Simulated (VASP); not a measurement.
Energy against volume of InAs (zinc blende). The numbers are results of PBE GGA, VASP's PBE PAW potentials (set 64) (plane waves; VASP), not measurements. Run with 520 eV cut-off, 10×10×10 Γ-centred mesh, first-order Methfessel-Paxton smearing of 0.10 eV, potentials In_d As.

```json
[
 {"V (Å³/atom)": "28.744", "E (eV/atom)": "-3.85516"},
 {"V (Å³/atom)": "29.633", "E (eV/atom)": "-3.85951"},
 {"V (Å³/atom)": "30.522", "E (eV/atom)": "-3.85576"},
 {"V (Å³/atom)": "31.411", "E (eV/atom)": "-3.84523"}
]
```

Task: Fit these four points and predict the energy of the run at 27.855 Å³/atom.

Result: A cubic in V^(−2/3), the third-order Birch-Murnaghan form, passes through the four points with V0 = 29.64 Å³/atom and B0 = 48 GPa, and gives -3.8411 eV/atom there. The run gave -3.8412 eV/atom, -0.0 meV/atom from the fit; all five points give B0 = 48 GPa.

The compound is InAs in the zinc blende structure. It was relaxed first, which changed the volume by +7 %.
